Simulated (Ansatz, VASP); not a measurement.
# MoI: VASP beside Ansatz

```xyz
2
Lattice="0.0000 3.1789 3.1789 3.1789 0.0000 3.1789 3.1789 3.1789 0.0000" Properties=species:S:1:pos:R:3 pbc="T T T"
Mo    0.0000    0.0000    0.0000
I     4.7683    4.7683    4.7683
```

The cell was built by a generator and needn't be a form met in nature.

Alike in both runs: task single point; functional HSE(alpha, omega); k mesh 4 × 4 × 4; occupations fermi-dirac, width 0.05 eV; no spin polarisation.

|  | VASP | Ansatz |
| --- | --- | --- |
| version | VASP 6.6.1 | Ansatz 0.2.0 |
| potentials or method | VASP PAW PBE potentials, release 64 (Mo_sv, I) | Ansatz PAW |
| plane-wave cutoff (eV) | 520 | 420 |
| valence electrons in the cell | 21 | 31 |

|  | VASP | Ansatz | Ansatz less VASP |
| --- | --- | --- | --- |
| gap on the k mesh at the Fermi level (eV) | none | none | - |
| pressure (GPa) | -8.0 | -8.0 | +0.05 |

A gap of «none» marks a metal or a gap that the smearing closes. The two sets of potentials don't hold the same shells in valence.

Caveats: the k mesh is coarse (spacing up to 0.43 Å⁻¹), so the values aren't converged, least of all with exact exchange; an odd number of electrons without spin polarisation forces a metal; a magnetic or distorted state may lie lower; the PAW data sets were made with another functional, which shifts forces and pressure a little (VASP); the PAW data sets come from PBE, with cores solved anew for the run's functional, which leaves a small shift of forces and pressure (Ansatz); the thresholds are loose for stress (Ansatz). Spin-orbit coupling is left out, which matters for the levels of I.
